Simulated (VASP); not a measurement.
**Sn: single point with PBE**

Sn:

```
Sn
1.0
     0.00000    3.23334    3.23334
     3.23334    0.00000    3.23334
     3.23334    3.23334    0.00000
Sn
2
Direct
  0.00000 0.00000 0.00000
  0.25000 0.25000 0.25000
```

This isn't the form of Sn at room conditions, which is tetragonal (white tin).

```yaml
Program: VASP 6.6.1
Task: single point
Functional: PBE
Potentials_or_basis: VASP PAW PBE potentials, release 64 (Sn_d)
Cutoff: 520 eV
k_mesh: 6 × 6 × 6
Occupations: gaussian, width 0.02 eV
Spin: no spin polarisation
```

* Pressure: 3.8 GPa
* Band gap on the k mesh: none (metal or under the smearing width)

Levels at points of the mesh, in eV from the Fermi level:
```
           k point  band 10  band 11  band 12  band 13  band 14  band 15  band 16  band 17  band 18
(0.00, 0.00, 0.00)   -21.33   -10.69    -0.58     0.07     0.07     0.07     2.15     2.15     2.15
(0.50, 0.00, 0.00)   -21.28    -9.04    -6.35    -1.15    -1.15     0.00     3.22     3.22     5.63
(0.50, 0.50, 0.00)   -21.26    -7.56    -7.56    -2.51    -2.51     0.80     0.80     7.78     7.78
```

Run time: 18 s on 1 thread of Intel(R) Xeon(R) Platinum 8488C (Sapphire Rapids), on a shared host, peak memory 0.19 GiB.
